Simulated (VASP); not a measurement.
Computed with TPSS meta-GGA, VASP's PBE PAW potentials (set 64) (plane waves; VASP).

Input for VASP

File KPOINTS:
```
Automatic mesh
0
Gamma
14 14 14
0 0 0
```

### POSCAR
```
Cr
1
    2.8445010581     0.0000000000     0.0000000000
    0.0000000000     2.8445010581     0.0000000000
    0.0000000000    -0.0000000000     2.8445010581
Cr
2
Direct
  0.0000000000   0.0000000000   0.0000000000
  0.5000000000   0.5000000000   0.5000000000
```

**KPOINTS_OPT**
```
k-points along high-symmetry lines
10
Line-mode
Reciprocal
  0.000000   0.000000   0.000000 ! GAMMA
  0.000000   0.500000   0.000000 ! X

  0.000000   0.500000   0.000000 ! X
  0.500000   0.500000   0.000000 ! M

  0.500000   0.500000   0.000000 ! M
  0.000000   0.000000   0.000000 ! GAMMA

  0.000000   0.000000   0.000000 ! GAMMA
  0.500000   0.500000   0.500000 ! R

  0.500000   0.500000   0.500000 ! R
  0.000000   0.500000   0.000000 ! X

  0.500000   0.500000   0.500000 ! R
  0.500000   0.500000   0.000000 ! M
```

### INCAR
```
# general
SYSTEM  = Cr
PREC    = Accurate
ENCUT   = 520
LREAL   = .FALSE.
LASPH   = .TRUE.

# electronic loop
EDIFF   = 1E-7
NELM    = 100
ALGO    = Normal
LMAXMIX = 4
LMIXTAU = .TRUE.

# smearing
ISMEAR  = -5

# functional
METAGGA = TPSS

# spin
ISPIN   = 2
MAGMOM  = 1.1 -1.1

# ions
ISIF    = 2

# output
LWAVE   = .FALSE.
LCHARG  = .FALSE.
LORBIT  = 11
NEDOS   = 601
```

POTCAR, in this order: Cr_pv (PBE.64 set). Program: vasp_std.

Output of the run:

### OSZICAR
```
       N       E                     dE             d eps       ncg     rms          rms(c)
DAV:   1     0.337220501494E+03    0.33722E+03   -0.21852E+04  7680   0.301E+03
DAV:   2     0.345625523764E+02   -0.30266E+03   -0.30008E+03  8648   0.663E+02
DAV:   3     0.197127983008E+02   -0.14850E+02   -0.14790E+02 10512   0.177E+02
DAV:   4     0.193321184675E+02   -0.38068E+00   -0.38058E+00  9552   0.302E+01
DAV:   5     0.193197043726E+02   -0.12414E-01   -0.12406E-01 12624   0.412E+00    0.975E+00
DAV:   6    -0.352886541262E+02   -0.54608E+02   -0.10299E+02  7680   0.106E+02    0.172E+01
DAV:   7    -0.354175813783E+02   -0.12893E+00   -0.11486E+00  9224   0.153E+01    0.186E+01
DAV:   8    -0.353279403909E+02    0.89641E-01   -0.18065E+00  7848   0.181E+01    0.158E+01
DAV:   9    -0.346019965943E+02    0.72594E+00   -0.10642E+00  8136   0.122E+01    0.115E+01
DAV:  10    -0.340770126537E+02    0.52498E+00   -0.13199E+00  8520   0.120E+01    0.727E+00
DAV:  11    -0.340373749308E+02    0.39638E-01   -0.92670E-02  9784   0.316E+00    0.573E+00
DAV:  12    -0.339907290188E+02    0.46646E-01   -0.34576E-01  9320   0.614E+00    0.263E+00
DAV:  13    -0.339884582940E+02    0.22707E-02   -0.85256E-02  9608   0.294E+00    0.138E+00
DAV:  14    -0.339888459261E+02   -0.38763E-03   -0.22935E-02  9944   0.134E+00    0.865E-01
DAV:  15    -0.339888095109E+02    0.36415E-04   -0.22681E-03 11024   0.389E-01    0.749E-01
DAV:  16    -0.339888408634E+02   -0.31352E-04   -0.36468E-04 10072   0.147E-01    0.706E-01
DAV:  17    -0.339891910416E+02   -0.35018E-03   -0.34609E-02  9560   0.149E+00    0.294E-01
DAV:  18    -0.339893195589E+02   -0.12852E-03   -0.50458E-04  8320   0.244E-01    0.264E-01
DAV:  19    -0.339894401388E+02   -0.12058E-03   -0.25963E-03  9424   0.423E-01    0.127E-01
DAV:  20    -0.339895207307E+02   -0.80592E-04   -0.28620E-04 11000   0.114E-01    0.113E-01
DAV:  21    -0.339896530890E+02   -0.13236E-03   -0.21622E-03  9696   0.344E-01    0.311E-02
DAV:  22    -0.339896620401E+02   -0.89511E-05   -0.71391E-05  9472   0.698E-02    0.173E-02
DAV:  23    -0.339896677840E+02   -0.57439E-05   -0.86096E-06 10552   0.271E-02    0.107E-02
DAV:  24    -0.339896721202E+02   -0.43363E-05   -0.96402E-06  9768   0.251E-02    0.431E-03
DAV:  25    -0.339896759454E+02   -0.38252E-05   -0.30813E-06  9600   0.157E-02    0.144E-03
DAV:  26    -0.339896765800E+02   -0.63459E-06   -0.14730E-07  4096   0.329E-03    0.886E-04
DAV:  27    -0.339896769139E+02   -0.33394E-06   -0.28395E-08  3968   0.160E-03    0.230E-04
DAV:  28    -0.339896769759E+02   -0.61949E-07   -0.98035E-09  3872   0.952E-04
   1 F= -.33989677E+02 E0= -.33989677E+02  d E =0.000000E+00  mag=    -0.0000
       N       E                     dE             ncg
```

File OUTCAR:
```
------------------------ aborting loop because EDIFF is reached ----------------------------------------
  FORCE on cell =-STRESS in cart. coord.  units (eV):
  Direction    XX          YY          ZZ          XY          YZ          ZX
  --------------------------------------------------------------------------------------
  Total        0.0255314      0.0255314      0.0255314     -0.0000000      0.0000000     -0.0000000
  in kB        1.7773241      1.7773241      1.7773241     -0.0000000      0.0000000     -0.0000000
  external PRESSURE =       1.7773241 kB  Pullay stress =       0.0000000 kB
  volume of cell :       23.02
      direct lattice vectors                 reciprocal lattice vectors
     2.844501058  0.000000000  0.000000000     0.351555503  0.000000000  0.000000000
     0.000000000  2.844501058  0.000000000     0.000000000  0.351555503  0.000000000
     0.000000000  0.000000000  2.844501058     0.000000000  0.000000000  0.351555503
 POSITION                                       TOTAL-FORCE (eV/Angst)
 -----------------------------------------------------------------------------------
      0.00000      0.00000      0.00000         0.000000      0.000000      0.000000
      1.42225      1.42225      1.42225        -0.000000     -0.000000     -0.000000
 -----------------------------------------------------------------------------------
    total drift:                                0.000000      0.000000     -0.000000
  FREE ENERGIE OF THE ION-ELECTRON SYSTEM (eV)
  ---------------------------------------------------
  free  energy   TOTEN  =       -33.9896769759 eV

  energy  without entropy=      -33.9896769759  energy(sigma->0) =      -33.98967698

 total charge

# of ion       s       p       d       tot
------------------------------------------
    1        0.423   6.396   4.216  11.036
    2        0.423   6.396   4.216  11.036
--------------------------------------------------
tot          0.846  12.792   8.433  22.071

 magnetization (x)

# of ion       s       p       d       tot
------------------------------------------
    1       -0.009   0.007   1.135   1.133
    2        0.009  -0.007  -1.135  -1.133
--------------------------------------------------
tot          0.000   0.000  -0.000  -0.000
```
(Selected blocks of OUTCAR.)

For a metal the tetrahedron method with Blöchl corrections gives inexact stress and forces.

The compound is Cr in the bcc, AFM order structure. It was relaxed first.
